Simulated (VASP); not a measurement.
An input for Ansatz (written as the equivalent of a VASP run, and not itself run):

Ansatz 0.2 input:
```yaml
crystal:
  lattice:
    - [1.3650000, -2.3642490, 0.0000000]
    - [1.3650000, 2.3642490, 0.0000000]
    - [0.0000000, 0.0000000, 4.3200000]
  atoms:
    - { symbol: Os, position: [0.3333330, 0.6666670, 0.2500000] }
    - { symbol: Os, position: [0.6666670, 0.3333330, 0.7500000] }
kpoints:
  mp_grid: { grid: [13, 13, 7] }
hamiltonian:
  xc: pbesol
  pseudopotentials: { kind: paw }
scf:
  occupations: { method: gaussian, width: 0.136 }
  max_iter: 100
output: { forces: true, stress: true, eigenvalues: true }
```

Question: Write the VASP files for the same calculation (PBEsol).

Answer: One answer among several that fit: 
File POSCAR:
```
Os
8.640
  0.1579861111  -0.2736399306   0.0000000000
  0.1579861111   0.2736399306   0.0000000000
  0.0000000000   0.0000000000   0.5000000000
Os
2
Direct
  0.3333330000   0.6666670000   0.2500000000
  0.6666670000   0.3333330000   0.7500000000
```

### KPOINTS
```
Automatic mesh
0
Gamma
13 13 7
0 0 0
```

### INCAR
```
SYSTEM  =  Os
PREC  =  Accurate; ENCUT  =  300; LREAL  =  F
LASPH  =  T
EDIFF  =  1E-6; NELM  =  100; ALGO  =  Normal
LMAXMIX  =  6
ISMEAR  =  0; SIGMA  =  0.136
GGA  =  PS
ISIF  =  2
LWAVE  =  F; LCHARG  =  F
```

POTCAR, in this order: Os (PBE.64 set). Program: vasp_std.

What does not carry over: each code has its own PAW files, so the cut-off isn't converted (ENCUT is set for VASP's; basis.ecutwfc is left out, and Ansatz then takes the one that its files recommend); Ansatz stops its SCF on the density residual and VASP on the energy change (EDIFF).

The structure is a typed Os crystal (P6_3/mmc). The cell was not relaxed at this level. The run is one of a series of settings (GGA = PS against the base run), some of them coarse on purpose.
